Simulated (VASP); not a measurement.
An input for Ansatz (written as the equivalent of a VASP run, and not itself run):

Ansatz 0.2 input:
```yaml
crystal:
  lattice:
    - [0.0000000, 2.7148870, 2.7148870]
    - [2.7148870, 0.0000000, 2.7148870]
    - [2.7148870, 2.7148870, 0.0000000]
  atoms:
    - { symbol: Ca, position: [0.0000000, 0.0000000, 0.0000000] }
kpoints:
  mp_grid: { grid: [10, 10, 10] }
hamiltonian:
  xc: pbesol
  pseudopotentials: { kind: paw }
scf:
  occupations: { method: methfessel_paxton, width: 0.1 }
  max_iter: 100
output: { forces: true, stress: true, eigenvalues: true }
```

Write the VASP files for the same calculation (PBEsol).

This is not unique; one that fits is 
POSCAR:
```
Ca
1
    0.0000000000     2.7148869727     2.7148869727
    2.7148869727     0.0000000000     2.7148869727
    2.7148869727     2.7148869727     0.0000000000
Ca
1
Direct
  0.0000000000   0.0000000000   0.0000000000
```

### KPOINTS
```
Automatic mesh
0
Gamma
10 10 10
0 0 0
```

**INCAR**
```
NELM  =  100   # most electronic steps
SIGMA  =  0.1
ENCUT  =  480   # plane-wave cut-off (eV)
LREAL  =  .False.   # projection in real space or not
LASPH  =  .True.   # aspherical one-centre terms
SYSTEM  =  Ca
GGA  =  PS
EDIFF  =  1E-7   # SCF stop (eV)
ALGO  =  Normal   # blocked Davidson
ISIF  =  2
LWAVE  =  .False.
PREC  =  Accurate
ISMEAR  =  1   # Methfessel-Paxton
LCHARG  =  .False.
```

POTCAR, in this order: Ca_sv (PBE.64 set). Program: vasp_std.

Limits of the translation: each code has its own PAW files, so the cut-off isn't converted (ENCUT is set for VASP's; basis.ecutwfc is left out, and Ansatz then takes the one that its files recommend); Ansatz stops its SCF on the density residual and VASP on the energy change (EDIFF).

The compound is Ca in the fcc structure. This cell was strained or had an atom moved on purpose.
